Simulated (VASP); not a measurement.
Input:

```
Ta
1.0
   -1.68967     1.68967     1.68967
    1.68967    -1.68967     1.68967
    1.68967     1.68967    -1.68967
Ta
1
Direct
  0.00000   0.00000   0.00000
```

Computed with optB88-vdW, VASP's PBE PAW potentials (set 64) (plane waves; VASP). Settings: 520 eV cut-off, 15×15×15 Γ-centred mesh, first-order Methfessel-Paxton smearing of 0.10 eV, potentials Ta_pv.

Problem. The job: Ta (bcc), 1 atom, optB88-vdW, static run, 520 eV, 15×15×15 Γ-centred mesh. Roughly how much core time does it take on a busy server core?

Solution. About 20 core-seconds (one run on a shared machine, a rough figure). It had 120 irreducible k-points, 9 bands, up to 539 plane waves and 11 electronic steps.

The compound is Ta in the bcc structure. This cell is one point of a volume scan, at 1.06 of the reference volume.
